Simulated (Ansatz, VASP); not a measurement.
# Cross-check of CsSbSe3 between VASP and Ansatz, part 3 of 3

Wanted: the spread between two codes on one cell, functional and k mesh. The cell is generated by rule, not measured, and may not be a known phase. The cell is taken from a series of runs on this material, whose earlier steps may have relaxed, scaled, displaced or heated it; both programs get it as it stands.

VASP 6.6.1 and Ansatz 0.2.0.

So far: Starting point; VASP: zone-centre phonons, PBEsol.

The structure was built from a prototype and need not be the compound's stable phase.

## Step 3: Ansatz: zone-centre phonons, PBEsol

Level of this step: Ansatz beside VASP: Kohn-Sham DFT, plane waves, PBEsol (Ansatz).

Ansatz runs on its PAW soft_1 files.

The same cell, functional, mesh and smearing now go to Ansatz, which takes its cutoff from its data sets.

The input, input.yaml:

```yaml
crystal:
  lattice:
    - [4.0737724528, 0.0, 0.0]
    - [0.0, 3.9202152947, 4.9660369832]
    - [0.0, -3.9202152947, 4.9660369832]
  atoms:
    - { symbol: Cs, position: [0.0, 0.0160357208, 0.0160357208] }
    - { symbol: Sb, position: [0.5, 0.4008969842, 0.4008969842] }
    - { symbol: Se, position: [0.5, 0.5266536355, 0.0038095495] }
    - { symbol: Se, position: [0.5, 0.0038095495, 0.5266536355] }
    - { symbol: Se, position: [0.0, 0.5744482198, 0.5744482198] }
kpoints:
  mp_grid: { grid: [10, 6, 6] }
hamiltonian:
  xc: pbesol
  pseudopotentials: { kind: paw, azcp: { folder: soft_1 }, xc_functional: pbe }
scf:
  occupations: { method: methfessel_paxton, width: 0.2 }
output:
  eigenvalues: true
phonons:
  method: dfpt
```

Started as:

```
$ ansatz run input.yaml --threads 8 --pin off --max-ram 16384MiB --backend cpu --events-out ev --progress --plain --runs-dir out
```

Numbers of over 12 decimals in the logs are rounded to 6 here.

The program printed:

```text
zone centre: on kpoints.mp_grid the ground state, and the responses unless they are solved on pairs of k-points, stand on 120 of the mesh's 360 k-points, reduced under 2 symmetry operations, with k and −k counted as one. Each operation leaves every solved displacement unchanged or reverses it
Engine: ansatz 0.2.0, aarch64-unknown-linux-gnu
Pseudopotentials: kind: paw
Pseudopotential: Cs, paw, valence charge 9, recommended cutoff 420 eV (normal), soft_1/Cs.paw.azcp
Pseudopotential: Sb, paw, valence charge 15, recommended cutoff 420 eV (normal), soft_1/Sb.paw.azcp
Pseudopotential: Se, paw, valence charge 16, recommended cutoff 420 eV (normal), soft_1/Se.paw.azcp
Functional definition: PBEsol
  exchange = pbesol_x
  correlation = pbesol_c
Crystal: 5 atoms, lattice volume = 158.616 Å³
Basis set: ecut = 420 eV, 3113 PW (Γ), exchange–correlation on 60×90×90 points (8 copies of the dense FFT grid, shifted against one another)
Bands: 44, of which v1, the nominal top of the filled ones, is band 36 counted from 1 (35 counted from 0)
Symmetry: 4 space group operations
k-points: 120 of 360 (irreducible under 2 space group operations, time reversal used)
Non-local potential: Cs, projectors of the file, l = 0: 3, l = 1: 2, l = 2: 2, l = 3: 2
Non-local potential: Sb, projectors of the file, l = 0: 2, l = 1: 2, l = 2: 2, l = 3: 1
Non-local potential: Se, projectors of the file, l = 0: 2, l = 1: 2, l = 2: 3, l = 3: 1
PAW form: soft (Blöchl's): semilocal exchange-correlation on the pseudo side does not see the compensation charge
PAW frozen core: Cs, regenerated for the run's functional, and the local potential with it (the file was generated under x = pbe(κ = 0.804, μ = 0.219515), c = pbe(β = 0.066725))
PAW frozen core: Sb, regenerated for the run's functional, and the local potential with it (the file was generated under x = pbe(κ = 0.804, μ = 0.219515), c = pbe(β = 0.066725))
PAW frozen core: Se, regenerated for the run's functional, and the local potential with it (the file was generated under x = pbe(κ = 0.804, μ = 0.219515), c = pbe(β = 0.066725))
PAW one-centre angular grid: Cs, 194 points (default); XC on 64 Gauss nodes
PAW one-centre angular grid: Sb, 590 points (default); XC on 64 Gauss nodes
PAW one-centre angular grid: Se, 590 points (default); XC on 64 Gauss nodes
Initial density: superposition of atomic densities (chi_scale 0.1, normalization cell, long waves kept (reshape's long-wave potential 0.01 eV rms))
Initial wavefunctions: pseudopotential atomic-orbital guess
Functional: x = pbesol(κ = 0.804, μ = 0.123457), c = pbesol(β = 0.046)
SCF iter   1: F=—  HF=-28271.143685 eV  |F-HF|=—  |Δ(HF+E_count)|=         —  Δρ=3.53e-2  dr2=5.56e0  ethr=3.10e-3  ⟨swp⟩=7.4  Hψ=21946  notcnv=0
preconditioner: auto → Kerker (q_TF=auto, 2.392 Å⁻¹)  [metal: Δε(μ)=0.108 eV  Ē_g=9.806 eV  σ=0.200 eV  W_gap=0.44  n_scr=34 (ndim 8)  ℏωp=16.1 eV  f_vac=0.001  D(μ)=0.27/eV (n_scr^D=0)]
SCF iter   2: F=—  HF=-28270.196245 eV  |F-HF|=—  |Δ(HF+E_count)|=   9.47e-1  S|Δr|=    0.00e0  Δρ=2.21e-2  dr2=3.01e0  ethr=3.10e-3  ⟨swp⟩=2.1  Hψ=6892  notcnv=0  defer=316
SCF iter   3: F=—  HF=-28269.204635 eV  |F-HF|=—  |Δ(HF+E_count)|=   9.92e-1  S|Δr|=    0.00e0  Δρ=7.63e-3  dr2=5.96e-1  ethr=3.10e-3  ⟨swp⟩=3.6  Hψ=13086  notcnv=0  defer=323
SCF iter   4: F=—  HF=-28269.001670 eV  |F-HF|=—  |Δ(HF+E_count)|=   2.03e-1  S|Δr|=    0.00e0  Δρ=6.08e-3  dr2=1.97e-1  ethr=8.28e-4  ⟨swp⟩=2.5  Hψ=10784  notcnv=0  defer=321
SCF iter   5: F=—  HF=-28268.927613 eV  |F-HF|=—  |Δ(HF+E_count)|=   7.41e-2  S|Δr|=    0.00e0  Δρ=2.25e-3  dr2=2.54e-2  ethr=2.74e-4  ⟨swp⟩=2.2  Hψ=7291  notcnv=0  defer=314
SCF iter   6: F=—  HF=-28268.926164 eV  |F-HF|=—  |Δ(HF+E_count)|=   1.45e-3  S|Δr|=    0.00e0  Δρ=1.09e-3  dr2=4.82e-3  ethr=3.53e-5  ⟨swp⟩=2.1  Hψ=8539  notcnv=0  defer=312
SCF iter   7: F=—  HF=-28268.925634 eV  |F-HF|=—  |Δ(HF+E_count)|=   5.30e-4  S|Δr|=    0.00e0  Δρ=5.19e-4  dr2=9.51e-4  ethr=6.70e-6  ⟨swp⟩=2.0  Hψ=9731  notcnv=0  defer=312
SCF iter   8: F=—  HF=-28268.925883 eV  |F-HF|=—  |Δ(HF+E_count)|=   2.49e-4  S|Δr|=    0.00e0  Δρ=2.45e-4  dr2=2.25e-4  ethr=1.32e-6  ⟨swp⟩=2.0  Hψ=8680  notcnv=0  defer=312
SCF iter   9: F=—  HF=-28268.925881 eV  |F-HF|=—  |Δ(HF+E_count)|=   1.88e-6  S|Δr|=    0.00e0  Δρ=1.18e-4  dr2=5.23e-5  ethr=3.12e-7  ⟨swp⟩=2.0  Hψ=8678  notcnv=0  defer=312
SCF iter  10: F=—  HF=-28268.925887 eV  |F-HF|=—  |Δ(HF+E_count)|=   5.44e-6  S|Δr|=    0.00e0  Δρ=4.84e-5  dr2=6.84e-6  ethr=7.26e-8  ⟨swp⟩=2.0  Hψ=6875  notcnv=0  defer=312
SCF iter  11: F=—  HF=-28268.925887 eV  |F-HF|=—  |Δ(HF+E_count)|=   8.15e-7  S|Δr|=    0.00e0  Δρ=1.52e-5  dr2=7.07e-7  ethr=9.50e-9  ⟨swp⟩=2.0  Hψ=7482  notcnv=0  defer=312
SCF iter  12: F=—  HF=-28268.925888 eV  |F-HF|=—  |Δ(HF+E_count)|=   5.68e-7  S|Δr|=    0.00e0  Δρ=5.91e-6  dr2=1.10e-7  ethr=9.81e-10  ⟨swp⟩=2.0  Hψ=7570  notcnv=0  defer=312
SCF iter  13: F=—  HF=-28268.925888 eV  |F-HF|=—  |Δ(HF+E_count)|=   6.24e-8  S|Δr|=    0.00e0  Δρ=2.26e-6  dr2=1.38e-8  ethr=1.52e-10  ⟨swp⟩=2.2  Hψ=7203  notcnv=0  defer=312
SCF iter  14: F=—  HF=-28268.925888 eV  |F-HF|=—  |Δ(HF+E_count)|=   1.64e-9  S|Δr|=    0.00e0  Δρ=9.42e-7  dr2=3.35e-9  ethr=1.92e-11  ⟨swp⟩=2.0  Hψ=9279  notcnv=0  defer=312
SCF iter  15: F=—  HF=-28268.925888 eV  |F-HF|=—  |Δ(HF+E_count)|=  4.95e-10  S|Δr|=    0.00e0  Δρ=4.86e-7  dr2=9.58e-10  ethr=4.66e-12  ⟨swp⟩=2.0  Hψ=9283  notcnv=0  defer=312
SCF iter  16: F=—  HF=-28268.925888 eV  |F-HF|=—  |Δ(HF+E_count)|=  5.82e-11  S|Δr|=    0.00e0  Δρ=2.55e-7  dr2=2.35e-10  ethr=1.33e-12  ⟨swp⟩=2.1  Hψ=9253  notcnv=0  defer=312
SCF iter  17: F=—  HF=-28268.925888 eV  |F-HF|=—  |Δ(HF+E_count)|=  3.64e-12  S|Δr|=    0.00e0  Δρ=1.06e-7  dr2=2.74e-11  ethr=1.00e-12  ⟨swp⟩=2.0  Hψ=8684  notcnv=0  defer=312
SCF iter  18: F=-28268.925888 eV  HF=-28268.925888 eV  |F-HF|=1.09e-11  |Δ(HF+E_count)|=  3.64e-12  S|Δr|=    0.00e0  Δρ=4.96e-8  dr2=6.99e-12  ethr=1.00e-12  ⟨swp⟩=15.0  Hψ=33075  notcnv=0
SCF 1 converged in 18 iterations: F = -28268.925888 eV  dr2 = 6.99e-12
  greatest PAW one-centre occupation: 1.000 electrons in one spin orbital (limit 2), on the Se atom at site 4 (counted from 0), in its partial waves of l = 2
DFPT response loops at Γ: preconditioner auto → Kerker (q_TF=auto, 2.392 Å⁻¹) (partly filled bands, converged f_vac=0.018); β = 1.00, the filter's whole step (`scf.mixing.beta` (0.50) is not read by the response loops under this deck's `scf.mixing.preconditioner`; to damp them name `kerker` or `kerker_dos`, under which they read `scf.mixing.beta`, and type it under 1.00, their step now; both keys bind the ground state too); Broyden in place of MSR1
SCF converged after 18 iterations
Stability not checked: this state was not tested for a lower state beside it, because cold or Methfessel-Paxton smearing, or corrected tetrahedra, fill the levels in a way that the test cannot read (fill_not_monotonic; see scf.lower_state_search)
Free energy (F): -28268.925888 eV
Harris-Foulkes:  -28268.925888 eV  (|F-HF|=1.09e-11)
Internal energy: -28268.931458 eV  (E = F + TS)
E sigma→0 (E₀):  -28268.927281 eV
Entropy (-TS):   0.005570 eV (1.114 meV/atom)
Fermi energy:    6.401181 eV
--- Per-component energies (eV) ---
  E_band       = -1457.261623
  E_kinetic    = 638.219788
  E_local      = -11218.067010  (includes V_loc(G=0)·N_el)
  E_nonlocal   = -640.991625
  E_hartree    = 5599.128534
  E_xc         = -528.723980
  E_vxc        = -497.687742  (∫ρ·V_xc dr)
  E_paw        = -15706.036609  (= ΣΔE_a)
  E_vpaw       = -936.991127  (= ΣTr[D̂ρ^β])
  E_aug_tail   = -0.000994  (compensation charges beyond the density's cutoff)
  E_ewald      = -6415.960938
  E_core_change = 3.501375  (= ΣΔE_core)
  E_smearing   = 0.005570  (= −TS)
  E_closure    = 0.000000  (closes the sum)
  Σ components = -28268.925888   (vs F -28268.925888, Δ=0.00e0)
--- Band table (eV; the first three rows and the last of 120) ---
  k-point 0: bands = [... 32 lower, 5.6920, 5.7527, 6.2566, 6.3153, 6.4425, 8.6529, 8.7525, 9.7115, ... 4 higher]
  k-point 1: bands = [... 32 lower, 5.5318, 5.9824, 6.1649, 6.3617, 6.4129, 8.8520, 8.9611, 9.9622, ... 4 higher]
  k-point 2: bands = [... 32 lower, 5.3255, 5.8956, 5.9900, 6.3686, 6.6458, 9.2739, 9.3377, 10.3521, ... 4 higher]
  k-point 119: bands = [... 32 lower, 5.4579, 5.9571, 5.9788, 6.0140, 6.2494, 7.9371, 8.5906, 10.4110, ... 4 higher]
--- Phonons (Γ-DFPT): 12 representative perturbations + reference, on 120 of 360 k-points (Σ response iterations 40) ---
  k mesh reduced under 2 symmetry operations, with k and −k counted as one. Each operation leaves every solved displacement unchanged or reverses it
  ASR residual: 7.475e-5 → 0.000e0 eV/Å²; symmetrization residual: 1.888e-5 eV/Å²
  ASR residual per site (eV/Å²): 1.78e-5 7.48e-5 4.19e-5 4.19e-5 4.16e-5
  Γ frequencies (cm⁻¹): -30.18 0.00 0.00 0.00 7.43 28.46 53.34 55.76 56.42 76.51 94.20 127.50 161.40 235.73 247.88
  non-analytic LO–TO correction: not included (Born effective charges unavailable; polar crystals: no LO–TO splitting at Γ)
```

## Step 4: Differences

Known differences besides the potentials themselves: the data sets hold 72 valence electrons in Ansatz (on its PAW soft_1 files) and 32 in VASP; the cutoff is 420 eV in Ansatz and 500 eV in VASP; Ansatz makes its cores anew for this functional, VASP keeps those of its PBE data sets. Total energies have different zeros and are not compared.

Compared:

```tsv
quantity	Ansatz	VASP	difference
optical mode 1 (imaginary, printed as negative) (cm⁻¹)	-30.2	-30.1	-0.1
optical mode 2 (cm⁻¹)	7.4	8.8	-1.4
optical mode 3 (cm⁻¹)	28.5	28.8	-0.3
optical mode 4 (cm⁻¹)	53.3	53.3	+0.16 %
optical mode 5 (cm⁻¹)	55.8	55.9	-0.27 %
optical mode 6 (cm⁻¹)	56.4	57.3	-1.62 %
optical mode 7 (cm⁻¹)	76.5	76.8	-0.38 %
optical mode 8 (cm⁻¹)	94.2	94.5	-0.30 %
optical mode 9 (cm⁻¹)	127.5	129.9	-1.86 %
optical mode 10 (cm⁻¹)	161.4	163.7	-1.41 %
optical mode 11 (cm⁻¹)	235.7	239.5	-1.57 %
optical mode 12 (cm⁻¹)	247.9	252.7	-1.92 %
```

Modes are paired by rising frequency, not by their patterns, so a pair may set unlike modes beside each other; they are those without the splitting of longitudinal modes.

## Step 5: Outcome

| Property | Result |
| --- | --- |
| r.m.s. difference of the optical zone-centre modes, each program's sorted by frequency (zone-centre phonons, PBEsol) | 2.1 cm⁻¹ |
| difference in optical mode 12 (zone-centre phonons, PBEsol) | -1.9 % |

What this shows: The r.m.s. difference of the optical zone-centre modes, each program's sorted by frequency is 2.1 cm⁻¹ (zone-centre phonons, PBEsol). The data sets hold unlike numbers of valence electrons (72 in Ansatz and 32 in VASP), so part of the differences comes from the potentials. Among the rows given in per cent, the largest difference of the zone-centre phonons, PBEsol pair is in optical mode 12, -1.9 %. How closely two codes agree says nothing of how well the functional describes the real material.

[Lines on the potential files, build, host, timing and source positions are cut from VASP's logs without a mark.]

[Logs are printed without paths, hosts, clocks, repeated set-up lines and the standing remarks that a program may print on its own settings, such as how far it seeks lower states.]

[Hosts, paths, dates, database ids (printed as entryN), source tags and the programs' standing remarks are cut or masked in the printed files.]
